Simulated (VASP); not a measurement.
# ZnCd3Se3S (P3m1) in VASP: single point with r2SCAN

Aim: the single point of ZnCd3Se3S with r2SCAN.

All numbers are computed with VASP 6.6.1; they aren't measurements. Logs are shortened: lines on timing, memory, paths and dates and some standing lists are left out, and cuts for length are marked.

## 1. The structure

It takes space group P3m1 (No. 156, trigonal). Conventional cell: a = 4.247 Å, b = 4.247 Å, c = 14.037 Å, α = 90.00°, β = 90.00°, γ = 120.00°. Around Zn (site symmetry 3m) lie 1 Se at 2.48 Å and 3 S at 2.53 Å. Cd (site symmetry 3m) is surrounded by 1 S at 2.57 Å and 3 Se at 2.65 Å. Cd (site symmetry 3m) is surrounded by 4 Se at 2.65 to 2.67 Å. Around Cd (site symmetry 3m) lie 4 Se at 2.65 to 2.67 Å. Se (site symmetry 3m) is surrounded by 4 Cd at 2.65 to 2.67 Å. Se (site symmetry 3m) is surrounded by 1 Zn at 2.48 Å and 3 Cd at 2.65 Å. Around Se (site symmetry 3m) lie 4 Cd at 2.65 to 2.67 Å. S (site symmetry 3m) has 3 Zn at 2.53 Å and 1 Cd at 2.57 Å as nearest neighbours.

The cell was built by a generator and needn't be a form met in nature.

## 2. Single point, r2SCAN

Input file INCAR:

```
SYSTEM = ZnCd3Se3S
ALGO = Normal
EDIFF = 1E-6
ENCUT = 520
ISIF = 2
ISMEAR = 0
KPAR = 2
LASPH = .TRUE.
LCHARG = .FALSE.
LMIXTAU = .TRUE.
LREAL = .FALSE.
LWAVE = .FALSE.
METAGGA = R2SCAN
NBANDS = 46
NELM = 150
PREC = Accurate
SIGMA = 0.1
```

Input file KPOINTS:

```
k-points
0
G
  8 8 2
  0 0 0
```

Input file POSCAR:

```
ZnCd3Se3S
1.0
    4.2466790000      0.0000000000      0.0000000000
   -2.1233390000      3.6777320000      0.0000000000
    0.0000000000      0.0000000000     14.0372300000
Zn Cd Se S
1 3 3 1
Direct
    0.0000000000      0.0000000000      0.9933610000
    0.3333330000      0.6666670000      0.7663850000
    0.0000000000      0.0000000000      0.5036840000
    0.3333330000      0.6666670000      0.2412430000
    0.0000000000      0.0000000000      0.6940090000
    0.0000000000      0.0000000000      0.1700910000
    0.3333330000      0.6666670000      0.4316780000
    0.3333330000      0.6666670000      0.9493680000
```

Potentials or basis: VASP PAW PBE potentials, release 64 (Zn, Cd, Se, S).

The run is started by

```console
> cat potpaw_PBE.64/Zn/POTCAR potpaw_PBE.64/Cd/POTCAR potpaw_PBE.64/Se/POTCAR potpaw_PBE.64/S/POTCAR > POTCAR
> mpirun -np 2 vasp_std > vasp.out
```

OUTCAR:

```text
SYSTEM = ZnCd3Se3S
   EDIFF = 1E-6
   ENCUT = 520
   ISIF = 2
   ISMEAR = 0
   LASPH = .TRUE.
   LREAL = .FALSE.
   METAGGA = R2SCAN
   NELM = 150
   PREC = Accurate

 ion  position               nearest neighbor table
   1  0.000  0.000  0.993-   6 2.48   8 2.53   8 2.53   8 2.53
   2  0.333  0.667  0.766-   8 2.57   5 2.65   5 2.65   5 2.65
   3  0.000  0.000  0.504-   7 2.65   7 2.65   7 2.65   5 2.67
   4  0.333  0.667  0.241-   6 2.65   6 2.65   6 2.65   7 2.67
   5  0.000  0.000  0.694-   2 2.65   2 2.65   2 2.65   3 2.67
   6  0.000  0.000  0.170-   1 2.48   4 2.65   4 2.65   4 2.65
   7  0.333  0.667  0.432-   3 2.65   3 2.65   3 2.65   4 2.67
   8  0.333  0.667  0.949-   1 2.53   1 2.53   1 2.53   2 2.57

  LATTYP: Found a hexagonal cell.
 ALAT       =     4.2466790000
 C/A-ratio  =     3.3054605728

  Lattice vectors:

 A1 = (   4.2466790000,   0.0000000000,   0.0000000000)
 A2 = (  -2.1233390000,   3.6777320000,   0.0000000000)
 A3 = (   0.0000000000,   0.0000000000,  14.0372300000)

Analysis of symmetry for initial positions (statically):
=====================================================================
 Subroutine PRICEL returns:
 Original cell was already a primitive cell.

 Routine SETGRP: Setting up the symmetry group for a
 hexagonal supercell.

 Subroutine GETGRP returns: Found  6 space group operations
 (whereof  6 operations were pure point group operations)
 out of a pool of 24 trial point group operations.

The static configuration has the point symmetry C_3v.

Analysis of symmetry for dynamics (positions and initial velocities):
=====================================================================
 Subroutine PRICEL returns:
 Original cell was already a primitive cell.

 Routine SETGRP: Setting up the symmetry group for a
 hexagonal supercell.

 Subroutine GETGRP returns: Found  6 space group operations
 (whereof  6 operations were pure point group operations)
 out of a pool of 24 trial point group operations.

The dynamic configuration has the point symmetry C_3v.

 Subroutine INISYM returns: Found  6 space group operations
 (whereof  6 operations are pure point group operations),
 and found     1 'primitive' translations

[... 102 lines left out ...]
   LREAL  =      F    real-space projection
   EDIFFG = 0.1E-04   stopping-criterion for IOM
   NSW    =      0    number of steps for IOM
   IBRION =     -1    ionic relax: 0-MD 1-quasi-New 2-CG
   NFREE  =      0    steps in history (QN), initial steepest desc. (CG)
   ISIF   =      2    stress and relaxation
   ISYM   =      2    0-nonsym 1-usesym 2-fastsym
   POTIM  = 0.5000    time-step for ionic-motion
   TEBEG  =    0.0;   TEEND  =   0.0 temperature during run
   PSTRESS=    0.0 pullay stress
   NELECT =      72.0000    total number of electrons
   NUPDOWN=      -1.0000    fix difference up-down
   EMIN   =  10.00;   EMAX   =-10.00  energy-range for DOS
   EFERMI =   0.00;   METHOD = LEGACY
   ISMEAR =     0;   SIGMA  =   0.10  broadening in eV -4-tet -1-fermi 0-gaus
   EFERMI_NEDOS =   21; number of points for ismear=-14 and -15
   IALGO  =     38    algorithm
   IMIX   =      4    mixing-type and parameters
     AMIX     =   0.40;   BMIX     =  1.00
     AMIX_MAG =   1.60;   BMIX_MAG =  1.00
  volume/ion in A,a.u.               =      27.40       184.93
  Fermi-wavevector in a.u.,A,eV,Ry     =   1.129489  2.134425 17.357571  1.275745
  Thomas-Fermi vector in A             =   2.266183
   LORBIT       =      0    0 simple, 1 ext, 2 COOP (PROOUT), +10 PAW based schemes
   METAGGA = R2SCAN    functional components
   LHFCALC =     F    Hartree Fock is set to
   AEXX    =    0.0000 exact exchange contribution
   IVDW    =     0    specifies the selected vdW correction
   LEPSILON=     F    determine dielectric tensor
   LRPA    =     F    only Hartree local field effects (RPA)
 non-spin polarized calculation
 Gauss-broadening in eV      SIGMA  =   0.10
  energy-cutoff  :      520.00
  volume of cell :      219.24
 maximum number of plane-waves:      5922
 NGX is ok and might be reduce to    32
   NGX = 15   NGY = 15   NGZ = 53

 number of electron      71.9999997 magnetization

 Free energy of the ion-electron system (eV)
  ---------------------------------------------------
  ext. energy  EPLUGINS =         0.00000000
  ---------------------------------------------------
  free energy    TOTEN  =      -126.06789651 eV

  energy without entropy =     -126.06789651  energy(sigma->0) =     -126.06789651

 E-fermi :   1.0566     XC(G=0):  -9.3502

 val. band max:        0.6253327292   @ k =   0.0000   0.0000   0.0000
 cond. band min:       1.6137776797   @ k =   0.0000   0.0000   0.0000
 fundamental gap:      0.9884449505
 Fermi energy:         1.0565970568

 k-point     1 :       0.0000    0.0000    0.0000
  band No.  band energies     occupation
      1     -12.3910      2.00000
      2     -12.1661      2.00000
      3     -12.0993      2.00000
      4     -11.8951      2.00000
      5      -7.4704      2.00000
      6      -7.4704      2.00000
[... 969 lines left out ...]
     45       7.3467      0.00000
     46       7.8293      0.00000

------------------------ aborting loop because EDIFF is reached ----------------------------------------

  FORCE on cell =-STRESS in cart. coord.  units (eV):
  Direction    XX          YY          ZZ          XY          YZ          ZX
  --------------------------------------------------------------------------------------
  -------------------------------------------------------------------------------------
  Total       -2.2543921     -2.2543923     -2.2961398     -0.0000003     -0.0000000     -0.0000000
  in kB      -16.4751399    -16.4751409    -16.7802327     -0.0000022     -0.0000000     -0.0000000
  external PRESSURE =     -16.5768378 kB  Pullay stress =       0.0000000 kB

 VOLUME and BASIS-vectors are now :
 -----------------------------------------------------------------------------
  energy-cutoff  :      520.00
  volume of cell :      219.24
      direct lattice vectors                 reciprocal lattice vectors
     4.246679000  0.000000000  0.000000000     0.235478123  0.135953322  0.000000000
    -2.123339000  3.677732000  0.000000000     0.000000000  0.271906708  0.000000000
     0.000000000  0.000000000 14.037230000     0.000000000  0.000000000  0.071239126

 POSITION                                       TOTAL-FORCE (eV/Angst)
 -----------------------------------------------------------------------------------
      0.00000      0.00000     13.94404         0.000000     -0.000000      0.075494
     -0.00000      2.45182     10.75792         0.000000     -0.000000     -0.022382
      0.00000      0.00000      7.07033        -0.000000     -0.000000     -0.018505
     -0.00000      2.45182      3.38638         0.000000     -0.000000     -0.017342
      0.00000      0.00000      9.74196        -0.000000     -0.000000      0.014881
      0.00000      0.00000      2.38761        -0.000000     -0.000000     -0.033578
     -0.00000      2.45182      6.05956        -0.000000     -0.000000      0.014845
     -0.00000      2.45182     13.32650        -0.000000      0.000000     -0.013413
 -----------------------------------------------------------------------------------
    total drift:                                0.003362     -0.001942      0.002260

  FREE ENERGIE OF THE ION-ELECTRON SYSTEM (eV)
  ---------------------------------------------------
  free  energy   TOTEN  =      -126.0678965116 eV

  energy  without entropy=     -126.0678965116  energy(sigma->0) =     -126.06789651
```

stdout:

```text
POSCAR found type information on POSCAR ZnCdSeS
 POSCAR found :  4 types and       8 ions
 scaLAPACK will be used
 -----------------------------------------------------------------------------
|                                                                             |
|                                                                             |
|     You enforced a specific xc type in the INCAR file but a different       |
|     I HOPE YOU KNOW WHAT YOU ARE DOING!                                     |
|                                                                             |
 -----------------------------------------------------------------------------

 LDA part: xc-table for (None), standard interpolation
 POSCAR, INCAR and KPOINTS ok, starting setup
 FFT: planning ... GRIDC
 FFT: planning ... GRID_SOFT
 FFT: planning ... GRID
 WAVECAR not read
 entering main loop
```

Run time: 7.2 min. Hardware: 2 MPI ranks of Intel Xeon Platinum 8488C (Sapphire Rapids), shared host; peak memory 0.49 GiB.

Results:

| Quantity | Value |
| --- | --- |
| Free energy | -126.0679 eV |
| Pressure | -1.7 GPa |
| Largest force | 0.075 eV/Å |
| Band gap on the k mesh | 0.99 eV, direct |

Forces in eV/Å, atoms in the order of the input:
```
Zn   0.000  0.000  0.075
Cd   0.000  0.000 -0.022
Cd   0.000  0.000 -0.019
Cd   0.000  0.000 -0.017
Se   0.000  0.000  0.015
Se   0.000  0.000 -0.034
Se   0.000  0.000  0.015
S    0.000  0.000 -0.013
```

Levels at points of the mesh, in eV from the valence-band top:
| k point | band 32 | band 33 | band 34 | band 35 | band 36 | band 37 | band 38 | band 39 | band 40 | band 41 |
| --- | --- | --- | --- | --- | --- | --- | --- | --- | --- | --- |
| (0.00, 0.00, 0.00) | -0.33 | -0.29 | -0.29 | 0.00 | 0.00 | 0.99 | 2.31 | 3.00 | 3.09 | 5.80 |
| (0.50, 0.00, 0.00) | -1.52 | -1.49 | -1.42 | -1.21 | -0.73 | 3.03 | 3.27 | 3.42 | 3.79 | 4.85 |
| (0.00, 0.00, 0.50) | -0.51 | -0.20 | -0.20 | -0.04 | -0.04 | 1.72 | 2.06 | 2.71 | 3.14 | 5.79 |
| (0.50, 0.00, 0.50) | -1.53 | -1.37 | -1.26 | -1.00 | -0.84 | 2.90 | 3.14 | 3.50 | 3.91 | 5.10 |

Caveat: the PAW data sets were made with another functional, which shifts forces and pressure a little.
